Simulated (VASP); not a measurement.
Consider the following.

```xyz
2
Lattice="4.3256 0.0000 0.0000 0.0000 4.3256 0.0000 0.0000 0.0000 4.3256" Properties=species:S:1:pos:R:3 pbc="T T T"
Cs    -0.0034    -0.0452    -0.0183
Br     2.1662     2.2080     2.1811
```

Method: PBE0 hybrid, VASP's PBE PAW potentials (set 64) (plane waves; VASP). Settings: 300 eV cut-off, 5×5×5 Γ-centred mesh, Gaussian smearing of 0.010 eV, potentials Cs_sv Br.

At this cut-off the stress carries a Pulay error, which pulls relaxed volumes low.

Q: Which forces act on the atoms, in eV/Å?

A: 
```tsv
atom	Fx	Fy	Fz
Cs1	0.005	0.068	0.028
Br2	-0.005	-0.068	-0.028
```

Q: Give the stress tensor in GPa (positive for a compressed cell).

A: 
```
0.26  0.01  0.00
0.01  0.25  0.03
0.00  0.03  0.26
```
The pressure is its mean diagonal, 0.26 GPa.

The structure comes from a computed database's CsBr entry; how it stands against other phases isn't given here. The cell was not relaxed at this level, atoms are displaced from their ideal sites.
